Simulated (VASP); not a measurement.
Calculation: PBEsol GGA, VASP's PBE PAW potentials (set 64) (plane waves; VASP 6.6.1).

The input files of a VASP run:

**INCAR**
```
SYSTEM = BaMgF4
ISIF = 3   # ions, shape and volume
NELM = 100
GGA = PS   # PBEsol
ALGO = Normal
LREAL = F
ENCUT = 520   # plane-wave cut-off (eV)
SIGMA = 0.05   # width (eV)
LASPH = T
LWAVE = F
EDIFF = 1E-6   # SCF stop (eV)
LCHARG = F
ISMEAR = 0
NSW = 60   # most ionic steps
EDIFFG = -0.02   # ionic stop
IBRION = 2   # conjugate gradients
LMAXMIX = 4
PREC = Accurate
```

**KPOINTS**
```
Automatic mesh
0
Gamma
5 5 4
0 0 0
```

POSCAR:
```
BaMgF4
1.0
  2.0635654041  -7.2248939889   0.0000000000
  2.0635654041   7.2248939889   0.0000000000
  0.0000000000   0.0000000000   5.8056492396
Ba Mg F
2 2 8
Direct
  0.6481387790   0.3518612210   0.1509506283
  0.3518612210   0.6481387790   0.6509506283
  0.9135140335   0.0864859665   0.1884467573
  0.0864859665   0.9135140335   0.6884467573
  0.4209325294   0.5790674706   0.1989084447
  0.5790674706   0.4209325294   0.6989084447
  0.8034206637   0.1965793363   0.3886398078
  0.1965793363   0.8034206637   0.8886398078
  0.0248388255   0.9751611745   0.9989592461
  0.9751611745   0.0248388255   0.4989592461
  0.1682816556   0.8317183444   0.4235751159
  0.8317183444   0.1682816556   0.9235751159
```

POTCAR, in this order: Ba_sv Mg F (PBE.64 set). Program: vasp_std.

The run wrote:

OUTCAR:
```
 ion  position               nearest neighbor table
   1  0.648  0.352  0.151-  11 2.62  11 2.62   7 2.63   8 2.66   8 2.66   6 2.81   9 2.87   9 2.87
                            12 2.96   5 3.29   4 3.50   4 3.50   3 3.84   4 3.85   4 3.85   3 3.97
   2  0.352  0.648  0.651-  12 2.62  12 2.62   8 2.63   7 2.66   7 2.66   5 2.81  10 2.87  10 2.87
                            11 2.96   6 3.29   3 3.50   3 3.50   4 3.84   3 3.85   3 3.85   4 3.97
   3  0.914  0.086  0.188-  12 1.94   9 1.95   7 1.97  10 2.01   5 2.07   5 2.07   2 3.50   2 3.50
                             1 3.84   2 3.85   2 3.85   1 3.97   1 3.97
   4  0.086  0.914  0.688-  11 1.94  10 1.95   8 1.97   9 2.01   6 2.07   6 2.07   1 3.50   1 3.50
                             2 3.84   1 3.85   1 3.85   2 3.97   2 3.97
   5  0.421  0.579  0.199-   3 2.07   3 2.07   2 2.81   1 3.29
   6  0.579  0.421  0.699-   4 2.07   4 2.07   1 2.81   2 3.29
   7  0.803  0.197  0.389-   3 1.97   1 2.63   2 2.66   2 2.66
   8  0.197  0.803  0.889-   4 1.97   2 2.63   1 2.66   1 2.66
   9  0.025  0.975  0.999-   3 1.95   4 2.01   1 2.87   1 2.87
  10  0.975  0.025  0.499-   4 1.95   3 2.01   2 2.87   2 2.87
  11  0.168  0.832  0.424-   4 1.94   1 2.62   1 2.62   2 2.96
  12  0.832  0.168  0.924-   3 1.94   2 2.62   2 2.62   1 2.96
  LATTYP: Found a base centered orthorhombic cell.
 ALAT       =     4.1271308082
 B/A-ratio  =     3.5011703407
 C/A-ratio  =     1.4067034726
 Subroutine PRICEL returns:
 Original cell was already a primitive cell.
 Subroutine GETGRP returns: Found  4 space group operations
The static configuration has the point symmetry C_1h.
 The point group associated with its full space group is C_2v.
The dynamic configuration has the point symmetry C_1h.
 Subroutine INISYM returns: Found  4 space group operations
 Subroutine IBZKPT returns following result:
 Found     27 irreducible k-points:

 Following reciprocal coordinates:
            Coordinates               Weight
  0.000000  0.000000  0.000000      1.000000
  0.200000  0.000000  0.000000      4.000000
  0.400000 -0.000000  0.000000      4.000000
  0.200000  0.200000  0.000000      2.000000
  0.400000  0.200000  0.000000      4.000000
 -0.400000  0.200000  0.000000      4.000000
 -0.200000  0.200000  0.000000      2.000000
...
```

File OSZICAR:
```
...
       N       E                     dE             d eps       ncg     rms          rms(c)
DAV:   1    -0.678867429759E+02   -0.46717E-03   -0.18109E-01  2680   0.241E+00    0.962E-02
DAV:   2    -0.678869669358E+02   -0.22396E-03   -0.32749E-03  2992   0.309E-01    0.530E-02
DAV:   3    -0.678869251488E+02    0.41787E-04   -0.49174E-05  3048   0.466E-02    0.253E-02
DAV:   4    -0.678869137342E+02    0.11415E-04   -0.27734E-05  3000   0.353E-02    0.457E-03
DAV:   5    -0.678869138604E+02   -0.12618E-06   -0.41158E-06  2536   0.127E-02
   2 F= -.67886914E+02 E0= -.67886914E+02  d E =-.638437E-03
       N       E                     dE             d eps       ncg     rms          rms(c)
DAV:   1    -0.678862932109E+02    0.62052E-03   -0.16305E+00  2624   0.724E+00    0.288E-01
DAV:   2    -0.678883022394E+02   -0.20090E-02   -0.29358E-02  2976   0.926E-01    0.158E-01
DAV:   3    -0.678879271463E+02    0.37509E-03   -0.44436E-04  3024   0.139E-01    0.751E-02
DAV:   4    -0.678878259914E+02    0.10115E-03   -0.23531E-04  3008   0.103E-01    0.129E-02
DAV:   5    -0.678878275631E+02   -0.15717E-05   -0.35191E-05  2928   0.365E-02    0.845E-03
DAV:   6    -0.678878279621E+02   -0.39894E-06   -0.46664E-06  2664   0.141E-02
   3 F= -.67887828E+02 E0= -.67887828E+02  d E =-.155254E-02
       N       E                     dE             d eps       ncg     rms          rms(c)
DAV:   1    -0.678887428822E+02   -0.91532E-03   -0.50254E-01  2600   0.408E+00    0.273E-01
DAV:   2    -0.678885729522E+02    0.16993E-03   -0.12266E-02  2944   0.597E-01    0.978E-02
DAV:   3    -0.678884142580E+02    0.15869E-03   -0.26396E-04  3128   0.951E-02    0.451E-02
DAV:   4    -0.678883688181E+02    0.45440E-04   -0.10398E-04  3160   0.635E-02    0.100E-02
DAV:   5    -0.678883686436E+02    0.17442E-06   -0.15041E-05  2992   0.211E-02    0.539E-03
DAV:   6    -0.678883680418E+02    0.60184E-06   -0.92587E-07  1888   0.684E-03
   4 F= -.67888368E+02 E0= -.67888368E+02  d E =-.540080E-03
       N       E                     dE             d eps       ncg     rms          rms(c)
DAV:   1    -0.678889990771E+02   -0.63043E-03   -0.56874E-01  2600   0.434E+00    0.290E-01
DAV:   2    -0.678888095737E+02    0.18950E-03   -0.13855E-02  2928   0.635E-01    0.104E-01
DAV:   3    -0.678886300505E+02    0.17952E-03   -0.29893E-04  3128   0.101E-01    0.480E-02
DAV:   4    -0.678885787261E+02    0.51324E-04   -0.11788E-04  3152   0.677E-02    0.107E-02
DAV:   5    -0.678885785947E+02    0.13140E-06   -0.17135E-05  3008   0.226E-02    0.574E-03
DAV:   6    -0.678885779617E+02    0.63299E-06   -0.10421E-06  1872   0.727E-03
   5 F= -.67888578E+02 E0= -.67888578E+02  d E =-.750000E-03
       N       E                     dE             d eps       ncg     rms          rms(c)
DAV:   1    -0.678888083068E+02   -0.22971E-03   -0.26431E-01  2592   0.295E+00    0.140E-01
DAV:   2    -0.678890396208E+02   -0.23131E-03   -0.54159E-03  2880   0.399E-01    0.629E-02
DAV:   3    -0.678889722899E+02    0.67331E-04   -0.96863E-05  3184   0.603E-02    0.295E-02
DAV:   4    -0.678889531678E+02    0.19122E-04   -0.42171E-05  3024   0.433E-02    0.544E-03
DAV:   5    -0.678889532986E+02   -0.13072E-06   -0.65950E-06  2912   0.138E-02
   6 F= -.67888953E+02 E0= -.67888953E+02  d E =-.375337E-03
       N       E                     dE             d eps       ncg     rms          rms(c)
DAV:   1    -0.678883715369E+02    0.58163E-03   -0.23798E+00  2592   0.884E+00    0.415E-01
DAV:   2    -0.678904425289E+02   -0.20710E-02   -0.47992E-02  2824   0.119E+00    0.190E-01
DAV:   3    -0.678898259152E+02    0.61661E-03   -0.94166E-04  3184   0.185E-01    0.865E-02
DAV:   4    -0.678896651577E+02    0.16076E-03   -0.35172E-04  2984   0.125E-01    0.178E-02
DAV:   5    -0.678896669211E+02   -0.17634E-05   -0.56762E-05  3200   0.411E-02    0.107E-02
DAV:   6    -0.678896666009E+02    0.32017E-06   -0.52204E-06  2568   0.149E-02
   7 F= -.67889667E+02 E0= -.67889667E+02  d E =-.108864E-02
       N       E                     dE             d eps       ncg     rms          rms(c)
DAV:   1    -0.678839055745E+02    0.57613E-02   -0.95211E+00  2592   0.177E+01    0.814E-01
DAV:   2    -0.678924134723E+02   -0.85079E-02   -0.18861E-01  2824   0.237E+00    0.383E-01
DAV:   3    -0.678898783225E+02    0.25351E-02   -0.43209E-03  3136   0.386E-01    0.168E-01
DAV:   4    -0.678892890480E+02    0.58927E-03   -0.12643E-03  3008   0.233E-01    0.419E-02
DAV:   5    -0.678892845803E+02    0.44676E-05   -0.22126E-04  3232   0.834E-02    0.210E-02
DAV:   6    -0.678892854003E+02   -0.81994E-06   -0.22776E-05  3000   0.304E-02    0.117E-02
DAV:   7    -0.678892850705E+02    0.32981E-06   -0.34212E-06  2680   0.137E-02
   8 F= -.67889285E+02 E0= -.67889285E+02  d E =-.707109E-03
       N       E                     dE             d eps       ncg     rms          rms(c)
DAV:   1    -0.678875546854E+02    0.17307E-02   -0.39634E+00  2592   0.114E+01    0.556E-01
DAV:   2    -0.678910960589E+02   -0.35414E-02   -0.85387E-02  2808   0.157E+00    0.243E-01
DAV:   3    -0.678901157685E+02    0.98029E-03   -0.12889E-03  3144   0.230E-01    0.121E-01
DAV:   4    -0.678897991137E+02    0.31665E-03   -0.74813E-04  3016   0.184E-01    0.199E-02
DAV:   5    -0.678898111222E+02   -0.12009E-04   -0.11965E-04  3032   0.593E-02    0.144E-02
DAV:   6    -0.678898127958E+02   -0.16736E-05   -0.84389E-06  3056   0.178E-02    0.803E-03
DAV:   7    -0.678898141130E+02   -0.13171E-05   -0.16906E-06  1856   0.116E-02    0.265E-03
DAV:   8    -0.678898147386E+02   -0.62567E-06   -0.82005E-07  1768   0.544E-03
   9 F= -.67889815E+02 E0= -.67889815E+02  d E =-.123678E-02
       N       E                     dE             d eps       ncg     rms          rms(c)
DAV:   1    -0.678891313751E+02    0.68274E-03   -0.68620E-01  2592   0.476E+00    0.117E-01
DAV:   2    -0.678903752523E+02   -0.12439E-02   -0.13936E-02  2760   0.646E-01    0.489E-02
DAV:   3    -0.678903451707E+02    0.30082E-04   -0.12120E-04  3400   0.644E-02    0.313E-02
DAV:   4    -0.678903254879E+02    0.19683E-04   -0.88548E-05  2928   0.764E-02    0.943E-03
DAV:   5    -0.678903267613E+02   -0.12734E-05   -0.21168E-05  2992   0.250E-02    0.873E-03
DAV:   6    -0.678903261567E+02    0.60458E-06   -0.40107E-06  2384   0.140E-02
  10 F= -.67890326E+02 E0= -.67890326E+02  d E =-.511418E-03
       N       E                     dE             d eps       ncg     rms          rms(c)
DAV:   1    -0.678820708957E+02    0.82559E-02   -0.50003E+00  2592   0.128E+01    0.328E-01
DAV:   2    -0.678912073763E+02   -0.91365E-02   -0.10369E-01  2752   0.176E+00    0.133E-01
DAV:   3    -0.678909829545E+02    0.22442E-03   -0.90211E-04  3400   0.177E-01    0.856E-02
DAV:   4    -0.678908390035E+02    0.14395E-03   -0.74734E-04  2904   0.222E-01    0.281E-02
DAV:   5    -0.678908467660E+02   -0.77625E-05   -0.17695E-04  2992   0.728E-02    0.260E-02
DAV:   6    -0.678908405183E+02    0.62478E-05   -0.32484E-05  2888   0.394E-02    0.111E-02
DAV:   7    -0.678908409724E+02   -0.45419E-06   -0.88230E-06  2968   0.192E-02
  11 F= -.67890841E+02 E0= -.67890841E+02  d E =-.102623E-02
       N       E                     dE             d eps       ncg     rms          rms(c)
DAV:   1    -0.678940866891E+02   -0.32462E-02   -0.15730E+00  2592   0.724E+00    0.587E-01
DAV:   2    -0.678916253463E+02    0.24613E-02   -0.47005E-02  2864   0.115E+00    0.139E-01
DAV:   3    -0.678912704159E+02    0.35493E-03   -0.10165E-03  3136   0.183E-01    0.577E-02
DAV:   4    -0.678911758378E+02    0.94578E-04   -0.35880E-04  3184   0.107E-01    0.219E-02
DAV:   5    -0.678911747716E+02    0.10662E-05   -0.50591E-05  3064   0.367E-02    0.937E-03
DAV:   6    -0.678911741382E+02    0.63334E-06   -0.53370E-06  2856   0.131E-02
  12 F= -.67891174E+02 E0= -.67891174E+02  d E =-.333166E-03
```

**OUTCAR**
```
------------------------ aborting loop because EDIFF is reached ----------------------------------------
  FORCE on cell =-STRESS in cart. coord.  units (eV):
  Direction    XX          YY          ZZ          XY          YZ          ZX
  --------------------------------------------------------------------------------------
  Total       -0.0265952     -0.0164210      0.0050197      0.0000000      0.0000000      0.0000000
  in kB       -0.2446624     -0.1510652      0.0461784      0.0000000      0.0000000      0.0000000
  external PRESSURE =      -0.1165164 kB  Pullay stress =       0.0000000 kB
  volume of cell :      174.16
      direct lattice vectors                 reciprocal lattice vectors
     2.054409518 -7.265047123  0.000000000     0.243378935 -0.068822678  0.000000000
     2.054409518  7.265047123  0.000000000     0.243378935  0.068822678  0.000000000
     0.000000000  0.000000000  5.834328540     0.000000000  0.000000000  0.171399330
 POSITION                                       TOTAL-FORCE (eV/Angst)
 -----------------------------------------------------------------------------------
      2.05441     -2.17102      0.86479         0.000000      0.004434      0.003401
      2.05441      2.17102      3.78196         0.000000     -0.004434      0.003401
      2.05441     -6.03440      1.10728         0.000000      0.014486     -0.007314
      2.05441      6.03440      4.02444         0.000000     -0.014486     -0.007314
      2.05441      1.13948      1.17403         0.000000     -0.014663      0.008743
      2.05441     -1.13948      4.09119         0.000000      0.014663      0.008743
      2.05441     -4.41052      2.23171         0.000000      0.012341     -0.002772
      2.05441      4.41052      5.14887         0.000000     -0.012341     -0.002772
      2.05441      6.87240      0.02637         0.000000      0.004435      0.005488
      2.05441     -6.87240      2.94354         0.000000     -0.004435      0.005488
      2.05441      4.86989      2.46913         0.000000     -0.006113     -0.007546
      2.05441     -4.86989      5.38630         0.000000      0.006113     -0.007546
 -----------------------------------------------------------------------------------
    total drift:                               -0.000000      0.000000      0.000413
  FREE ENERGIE OF THE ION-ELECTRON SYSTEM (eV)
  ---------------------------------------------------
  free  energy   TOTEN  =       -67.8911741382 eV

  energy  without entropy=      -67.8911741382  energy(sigma->0) =      -67.89117414

 reached required accuracy - stopping structural energy minimisation
```
(Selected blocks of OUTCAR.)

CONTCAR:
```
BaMgF4
   1.00000000000000
     2.0544095182865321   -7.2650471230566334    0.0000000000000000
     2.0544095182865321    7.2650471230566334    0.0000000000000000
     0.0000000000000000    0.0000000000000000    5.8343285396883058
  Ba              Mg              F
     2     2     8
Direct
     0.6494157534465999    0.3505842465534001    0.1482247919268720
     0.3505842465534001    0.6494157534465999    0.6482247919268720
     0.9153036874990959    0.0846963125009044    0.1897864454136517
     0.0846963125009044    0.9153036874990959    0.6897864454136517
     0.4215776134336862    0.5784223865663138    0.2012276220035633
     0.5784223865663138    0.4215776134336862    0.7012276220035633
     0.8035438335853368    0.1964561664146633    0.3825132494933471
     0.1964561664146633    0.8035438335853368    0.8825132494933472
     0.0270233500138108    0.9729766499861894    0.0045200893344500
     0.9729766499861894    0.0270233500138108    0.5045200893344501
     0.1648413797505857    0.8351586202494142    0.4232078019281172
     0.8351586202494142    0.1648413797505857    0.9232078019281172
```

The structure comes from a computed database's BaMgF4 entry (Cmc2_1); how it stands against other phases isn't given here. This run relaxes it. Symmetry was kept, so distortions that lower it aren't found. The start is the result of an earlier pass.
